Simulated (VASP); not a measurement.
Output of a VASP run:

**OSZICAR**
```
       N       E                     dE             d eps       ncg     rms          rms(c)
DAV:   1     0.248692370201E+03    0.24869E+03   -0.17316E+04   924   0.145E+03
DAV:   2     0.170059675066E+01   -0.24699E+03   -0.24177E+03  1026   0.353E+02
DAV:   3    -0.111656402846E+02   -0.12866E+02   -0.12830E+02  1128   0.811E+01
DAV:   4    -0.112687842165E+02   -0.10314E+00   -0.10312E+00   990   0.714E+00
DAV:   5    -0.112695833613E+02   -0.79914E-03   -0.79903E-03  1122   0.585E-01    0.114E+01
DAV:   6    -0.105709215801E+02    0.69866E+00   -0.15698E+00  1164   0.138E+01    0.847E+00
DAV:   7    -0.105392876421E+02    0.31634E-01   -0.78948E-01  1014   0.516E+00    0.240E+00
DAV:   8    -0.105298133508E+02    0.94743E-02   -0.11459E-01   960   0.388E+00    0.503E-01
DAV:   9    -0.105298865696E+02   -0.73219E-04   -0.13257E-02  1062   0.148E+00    0.208E-01
DAV:  10    -0.105299747547E+02   -0.88185E-04   -0.13253E-03  1032   0.465E-01    0.819E-02
DAV:  11    -0.105300469066E+02   -0.72152E-04   -0.19023E-04  1008   0.100E-01    0.278E-02
DAV:  12    -0.105300602850E+02   -0.13378E-04   -0.20776E-05  1092   0.382E-02    0.146E-02
DAV:  13    -0.105300617400E+02   -0.14551E-05   -0.12262E-05  1008   0.360E-02    0.210E-03
DAV:  14    -0.105300617176E+02    0.22431E-07   -0.10145E-06   726   0.115E-02
   1 F= -.41326805E+01 E0= -.41326805E+01  d E =-.413268E+01
```

**OUTCAR**
```
------------------------ aborting loop because EDIFF is reached ----------------------------------------
  FORCE on cell =-STRESS in cart. coord.  units (eV):
  Direction    XX          YY          ZZ          XY          YZ          ZX
  --------------------------------------------------------------------------------------
  Total        6.3517950      6.3517942      6.3701474      0.0000000      0.0000000      0.0000000
  in kB       99.2874244     99.2874107     99.5742975      0.0000000      0.0000000      0.0000000
  external PRESSURE =      -0.6169558 kB  Pullay stress =     100.0000000 kB
  volume of cell :      102.50
      direct lattice vectors                 reciprocal lattice vectors
     2.085465689 -3.612132282  0.000000000     0.239754604 -0.138422395  0.000000000
     2.085465689  3.612132282  0.000000000     0.239754604  0.138422395  0.000000000
     0.000000000  0.000000000  6.803245169     0.000000000  0.000000000  0.146988676
  FREE ENERGIE OF THE ION-ELECTRON SYSTEM (eV)
  ---------------------------------------------------
  free  energy   TOTEN  =       -10.5300617176 eV

  energy  without entropy=      -10.5300617176  energy(sigma->0) =      -10.53006172
  enthalpy is  TOTEN    =        -4.1326805028 eV   P V=        6.3973812148

 reached required accuracy - stopping structural energy minimisation
```
(Selected blocks of OUTCAR.)

POSCAR:
```
CdSe
1
    2.0854656892    -3.6121322818     0.0000000000
    2.0854656892     3.6121322818     0.0000000000
   -0.0000000000    -0.0000000000     6.8032451690
Cd Se
2 2
Direct
  0.6666670000   0.3333330000   0.5000596643
  0.3333330000   0.6666670000   0.0000596643
  0.6666670000   0.3333330000   0.8759403357
  0.3333330000   0.6666670000   0.3759403357
```

Question: Write an INCAR and KPOINTS that could have produced this output.

Answer: One answer among several that fit: the input of the run itself, PBE GGA, plane waves, VASP's PBE PAW potentials (set 64).

File KPOINTS:
```
Automatic mesh
0
Gamma
6 6 4
0 0 0
```

### INCAR
```
ALGO=Normal
EDIFF=1E-6
EDIFFG=-0.02
ENCUT=500
GGA=PE
IBRION=2
ISIF=3
ISMEAR=0
LASPH=T
LCHARG=F
LMAXMIX=4
LREAL=F
LWAVE=F
NELM=100
NSW=40
PREC=Accurate
PSTRESS=100
SIGMA=0.05
SYSTEM=CdSe
```

POTCAR, in this order: Cd Se (PBE.64 set). Program: vasp_std.

The compound is CdSe in the wurtzite structure. It was relaxed first under an external pressure of 10 GPa.
